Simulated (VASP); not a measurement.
VASP ran on this input.

**INCAR**
```
LREAL  =  F
LCHARG  =  F
PREC  =  Accurate
ALGO  =  Normal   # blocked Davidson
LMAXMIX  =  4
NELM  =  100   # most electronic steps
EDIFF  =  1E-6
ISMEAR  =  0   # Gaussian
GGA  =  PE
LWAVE  =  F
SYSTEM  =  CdO
LASPH  =  T   # aspherical one-centre terms
ENCUT  =  400   # plane-wave cut-off (eV)
ISIF  =  2
SIGMA  =  0.1   # width (eV)
```

### POSCAR
```
CdO
28.0
  0.1169172500   0.0000000000   0.0000000000
 -0.0584586071   0.1012533214   0.0000000000
  0.0000000000   0.0000000000   0.5000000000
Cd O
1 1
Cartesian
  0.0584586894   0.0337510734   0.2500000000
 -0.0000000466   0.0675022480   0.2500000000
```

**KPOINTS**
```
Automatic
0
gamma
9 9 1
```

POTCAR, in this order: Cd O (PBE.64 set). Program: vasp_std.

Problem. Translate this PBE calculation to Quantum ESPRESSO's pw.x.

Solution. One equivalent input (not run):
```
&CONTROL
  calculation = 'scf'
  pseudo_dir = './pseudo'
  outdir = './out'
  tprnfor = .true.
  tstress = .true.
/
&SYSTEM
  ibrav = 0
  nat = 2
  ntyp = 2
  ecutwfc = 102
  occupations = 'smearing'
  smearing = 'gaussian'
  degauss = 0.00735
  input_dft = 'pbe'
/
&ELECTRONS
  conv_thr = 7.3e-08
  electron_maxstep = 100
/
ATOMIC_SPECIES
  Cd 112.414 Cd.upf
  O 15.999 O.upf
CELL_PARAMETERS angstrom
     3.2736830    0.0000000    0.0000000
    -1.6368410    2.8350930    0.0000000
     0.0000000    0.0000000   14.0000000
ATOMIC_POSITIONS crystal
  Cd   0.6666670  0.3333330  0.5000000
  O    0.3333330  0.6666670  0.5000000
K_POINTS automatic
  9 9 1 0 0 0
```
What does not carry over: the potentials are each code's own (VASP's PAW set, PseudoDojo norm-conserving files in pw.x), so ENCUT and ecutwfc are chosen apart and not converted; conv_thr bounds pw.x's estimated SCF error, while EDIFF bounds the energy change between steps.

The cell is a sheet with vacuum, built from a generated structure.
